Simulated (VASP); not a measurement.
ZnO: energy against strain

ZnO (wurtzite, P6_3mc, 12.401 Å³/atom and stress up to 0.16 GPa in the relaxed cell, c along z) under a strain ε along c (axis z), the other axes held. PBE in VASP (plane waves, PAW), 600 eV, 12×12×6 Γ-centred mesh, Gaussian smearing 0.05 eV; ions are relaxed, or left where forces stay under 0.02 eV/Å, within the symmetry of each cell.

Here s stands for strain and y for E less E0.

```
strain (%)  E less E0 (meV/atom)
----------  --------------------
-1.50                       1.98
-1.00                       0.93
-0.50                       0.27
0.00                        0.00
0.50                        0.11
1.00                        0.61
1.50                        1.50
3.00                           ?
```

Q: Using a parabola, estimate the missing y at s = 3.00 from the other rows, showing the fit.

A: Least squares gives y = -0.003 - 0.1600·s + 0.7743·s². Residuals (row less fit): 0.001, -0.001, -0.001, 0.003, -0.001, -0.001, 0.001; standard error 0.002 (degrees of freedom: 4). Twice the quadratic coefficient over the volume, 2 × 0.7743 meV × 10⁴ × 0.1602 / 12.401 Å³, is the elastic constant C33 = 200.1 ± 0.2 GPa (± standard error of the fit, which holds the terms cut off). At the withheld row, y = -0.003 - 0.1600 × 3.0 + 0.7743 × 3.0² = 6.486 meV/atom. The calculation gives 6.40 meV/atom, 0.086 meV/atom below the prediction (1.3 % of the range of y in the table). The row lies outside the fitted rows, so this is an extrapolation. The scatter of the fitted rows lies at the last printed digit.

A polynomial of degree 3 through the 12 other runs of the series gives 6.43 there. Rows are the converged runs of the series near zero and its far end, less any whose ions stayed unrelaxed beside relaxed ones; series whose fitted rows scatter by over a few per cent of the range, as at a crossing or softening among them, aren't shown in this form. Most that stay on the fit to the last digits aren't either.
